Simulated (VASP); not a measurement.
# SiO2: cell size against the level of theory, part 4 of 4

How close do the usual functionals, with and without dispersion, come to the cell of SiO2? LASPH is on for some levels and off for others; the table marks which. The start is a cell from a database of measured crystal structures.

VASP 6.6.1, plane waves and PAW; the level of theory is named at each step.

So far. Step 7 (Relaxation with BLYP + D3(BJ)): It ends at 12.37 Å³/atom, -1.6 % from the start, with -0.01 GPa left. The conventional cell has a = 4.879 and c = 5.402 Å. Step 8 (Relaxation with optB88-vdW): It ends at 12.51 Å³/atom, -0.6 % from the start, with 0.05 GPa left. The conventional cell has a = 4.896 and c = 5.421 Å.

## (9) Relaxation with SCAN

This step: SCAN; plane waves and PAW (Si, O) (VASP 6.6.1).

SCAN adds the kinetic-energy density; it is numerically more delicate than r2SCAN.

Contents of INCAR:

```
SYSTEM = SiO2
PREC = Accurate
ENCUT = 560
EDIFF = 1E-06
NELM = 100
ISMEAR = -1
SIGMA = 0.05
LREAL = .FALSE.
ALGO = Normal
METAGGA = SCAN
LASPH = .TRUE.
NBANDS = 33
LORBIT = 11
LWAVE = .FALSE.
LCHARG = .FALSE.
KPAR = 8
IBRION = 2
NSW = 60
ISIF = 3
EDIFFG = -0.01
```

Contents of POSCAR:

```
SiO2
1.0
    4.9163600000      0.0000000000      0.0000000000
   -2.4581800000      4.2576926541      0.0000000000
    0.0000000000      0.0000000000      5.4084000000
Si O
3 6
Direct
    0.4697300000      0.0000000000      0.6666666667
    0.0000000000      0.4697300000      0.3333333333
    0.5302700000      0.5302700000      0.0000000000
    0.4135400000      0.2675800000      0.7855800000
    0.7324200000      0.1459600000      0.4522466667
    0.8540400000      0.5864600000      0.1189133333
    0.2675800000      0.4135400000      0.2144200000
    0.1459600000      0.7324200000      0.5477533333
    0.5864600000      0.8540400000      0.8810866667
```

Contents of KPOINTS:

```
Automatic mesh
0
Gamma
5 5 4
0 0 0
```

PAW data sets: Si and O (PBE family, release 64).

On the command line:

```sh
mpirun -np 8 vasp_std
```

The program printed:

```text
[... set-up lines as in an earlier step ...]
 entering main loop
       N       E                     dE             d eps       ncg     rms          rms(c)
DAV:   1     0.257693105134E+03    0.25769E+03   -0.26877E+04  1122   0.146E+03
DAV:   2    -0.995624357008E+02   -0.35726E+03   -0.34531E+03  1468   0.321E+02
DAV:   3    -0.118471021732E+03   -0.18909E+02   -0.18825E+02  1419   0.780E+01
DAV:   4    -0.118656740688E+03   -0.18572E+00   -0.18557E+00  1404   0.865E+00
[...]
DAV:  11    -0.947861552407E+02   -0.19413E-03   -0.37837E-04  1370   0.155E-01    0.274E-02
DAV:  12    -0.947861643675E+02   -0.91268E-05   -0.26031E-05  1404   0.360E-02    0.117E-02
DAV:  13    -0.947861649579E+02   -0.59035E-06   -0.10914E-06   988   0.880E-03
   1 F= -.94786165E+02 E0= -.94786165E+02  d E =-.947862E+02
[... from here on, the cycles between the ionic steps are left out ...]
   2 F= -.94785220E+02 E0= -.94785220E+02  d E =0.945232E-03
   3 F= -.94786444E+02 E0= -.94786444E+02  d E =-.278720E-03
   4 F= -.94786448E+02 E0= -.94786448E+02  d E =-.282893E-03
   5 F= -.94786476E+02 E0= -.94786476E+02  d E =-.279919E-04
   6 F= -.94786507E+02 E0= -.94786507E+02  d E =-.591570E-04
   7 F= -.94786506E+02 E0= -.94786506E+02  d E =-.585321E-04
   8 F= -.94786610E+02 E0= -.94786610E+02  d E =-.104002E-03
   9 F= -.94786659E+02 E0= -.94786659E+02  d E =-.152614E-03
  10 F= -.94786697E+02 E0= -.94786697E+02  d E =-.382080E-04
  11 F= -.94786757E+02 E0= -.94786757E+02  d E =-.981957E-04
  12 F= -.94786768E+02 E0= -.94786768E+02  d E =-.106476E-04
  13 F= -.94786795E+02 E0= -.94786795E+02  d E =-.376930E-04
  14 F= -.94786850E+02 E0= -.94786850E+02  d E =-.927148E-04
  15 F= -.94786924E+02 E0= -.94786924E+02  d E =-.167068E-03
  16 F= -.94786962E+02 E0= -.94786962E+02  d E =-.204330E-03
  17 F= -.94786967E+02 E0= -.94786967E+02  d E =-.210012E-03
  18 F= -.94787000E+02 E0= -.94787000E+02  d E =-.329788E-04
  19 F= -.94787022E+02 E0= -.94787022E+02  d E =-.549511E-04
  20 F= -.94787028E+02 E0= -.94787028E+02  d E =-.607803E-04
  21 F= -.94787046E+02 E0= -.94787046E+02  d E =-.175740E-04
  22 F= -.94787076E+02 E0= -.94787076E+02  d E =-.477709E-04
[...]
reached required accuracy - stopping structural energy minimisation
```

It took 5.8 min on 8 MPI ranks of AMD EPYC 9R45, shared host; peak memory 2.4 GiB.

Parts of OUTCAR (step 9):

```text
  Total        0.0319285      0.0319285     -0.0785976      0.0000000     -0.0000000      0.0000000
  in kB        0.4531941      0.4531941     -1.1156185      0.0000000     -0.0000000      0.0000000
  external PRESSURE =      -0.0697435 kB  Pullay stress =       0.0000000 kB

 POSITION                                       TOTAL-FORCE (eV/Angst)
 -----------------------------------------------------------------------------------
      2.29758     -0.00000      3.60913        -0.001240      0.000000      0.000000
     -1.14879      1.98976      1.80456         0.000620     -0.001074      0.000000
      1.30456      2.25957      5.41369         0.000620      0.001074      0.000000
      1.36657      1.14771      4.24571        -0.005576     -0.001091      0.000256
      3.22948      0.60963      2.44114         0.003733     -0.004283      0.000256
      2.76401      2.49200      0.63658         0.001843      0.005375      0.000256
      0.31066      1.75734      1.16799         0.001843     -0.005375     -0.000256
     -1.08679      3.10162      2.97255        -0.005576      0.001091     -0.000256
      0.77613      3.63970      4.77712         0.003733      0.004283     -0.000256
 -----------------------------------------------------------------------------------
    total drift:                                0.000016      0.000028     -0.000001

  FREE ENERGIE OF THE ION-ELECTRON SYSTEM (eV)
  ---------------------------------------------------
  free  energy   TOTEN  =       -94.7870757555 eV

  energy  without entropy=      -94.7870757555  energy(sigma->0) =      -94.78707576

[... 2 parts as in an earlier step ...]

[... 2 further parts left out ...]
[key lines of the parts left out:]
E-fermi :   1.7659
```

It ends at 12.54 Å³/atom, -0.3 % from the start, with -0.01 GPa left. The conventional cell has a = 4.907 and c = 5.414 Å.

## (10) The cells as a table

This step: relaxed cells at several levels; plane waves and PAW (VASP 6.6.1).

This step runs nothing: it gathers the runs above.

Lengths are those of the conventional cell; cost is the wall time of each run, as given at its step, times its ranks, without the set-up around it; LASPH differs between rows, which moves results and costs too. Results by level, by row:

```tsv
level	volume (Å³/atom)	change from the start (%)	a (Å)	c (Å)	cost (core minutes)	LASPH
LDA	12.25	-2.6	4.865	5.38	14.4	off
PBE	13.43	6.7	5.033	5.509	21.2	off
r2SCAN	12.67	0.7	4.928	5.423	23.5	on
PBE + D3(BJ)	12.63	0.4	4.917	5.43	13.7	off
r2SCAN + rVV10	12.26	-2.5	4.866	5.381	133	on
BLYP + D3(BJ)	12.37	-1.6	4.879	5.402	47.7	off
optB88-vdW	12.51	-0.6	4.896	5.421	88.8	on
SCAN	12.54	-0.3	4.907	5.414	46.3	on
```

## (11) Summary of results

| Property | Result |
| --- | --- |
| volume, LDA | 12.25 Å³/atom |
| volume, PBE | 13.43 Å³/atom |
| volume, r2SCAN | 12.67 Å³/atom |
| volume, PBE + D3(BJ) | 12.63 Å³/atom |
| volume, r2SCAN + rVV10 | 12.26 Å³/atom |
| volume, BLYP + D3(BJ) | 12.37 Å³/atom |
| volume, optB88-vdW | 12.51 Å³/atom |
| volume, SCAN | 12.54 Å³/atom |

For SiO2 the levels give volumes between 12.25 Å³/atom (LDA) and 13.43 Å³/atom (PBE), a spread of 9.6 %, while the cost of the finished runs spans a factor of 9.7. Against the volume of the start, a cell from experiment, SCAN comes nearest (-0.3 %) and PBE lies farthest (+6.7 %); thermal expansion is in that cell alone. Within 2 % of it: r2SCAN, PBE + D3(BJ), BLYP + D3(BJ), optB88-vdW and SCAN. The costs hold the number of ionic steps as well as the price of the functional. Against the listed lengths the levels give a from -1.0 % to +2.4 % and c from -0.5 % to +1.9 %. Adding D3(BJ) to PBE changes the volume by -5.9 % (a by -2.3 % and c by -1.4 %). Adding rVV10 to r2SCAN changes the volume by -3.3 % (a by -1.3 % and c by -0.8 %). Within 0.02 Å all end in space group P3_221; the runs can't lower the symmetry of the start. LASPH is on for some levels and off for others, so differences between them are not the functional's alone. Each is a single relaxation on the plane waves of the start cell, so larger changes of volume carry a basis-set error that was not tested here. Zero-point and thermal expansion are not included.

[Lines on the potential files, build, host, timing and source positions are cut from VASP's logs without a mark.]

[Logs are printed without paths, hosts, clocks, repeated set-up lines and the standing remarks that a program may print on its own settings, such as how far it seeks lower states.]

[Hosts, paths, dates, database ids (printed as entryN), source tags and the programs' standing remarks are cut or masked in the printed files.]

[A measured line is paired with the nearest computed mode of its activity, which favours agreement.]
